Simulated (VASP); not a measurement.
Consider the following.

```xyz
4
Lattice="2.0777 -3.5987 0.0000 2.0777 3.5987 0.0000 0.0000 0.0000 6.7543" Properties=species:S:1:pos:R:3 pbc="T T T"
Cd     2.0777    -1.1996     3.3774
Cd     2.0777     1.1996     0.0002
S      2.0777    -1.1996     5.9233
S      2.0777     1.1996     2.5461
```

All values below come from PBE GGA with D3 dispersion (zero damping), VASP's PBE PAW potentials (set 64) (plane waves; VASP). Numerical set-up: 520 eV cut-off, 7×7×4 Γ-centred mesh, tetrahedra with Blöchl corrections, potentials Cd S.

The cores are frozen, which limits the accuracy of field gradients.

Problem. Give the principal components of the electric field gradient (V/Å²) and the asymmetry η at each nucleus.

Solution. 
```tsv
atom	Vxx	Vyy	Vzz	η
Cd1	-1.9	-1.9	3.8	0.00
Cd2	-1.9	-1.9	3.8	0.00
S3	0.2	0.2	-0.4	-
S4	0.2	0.2	-0.4	-
```

The compound is CdS in the wurtzite structure. It was relaxed first.
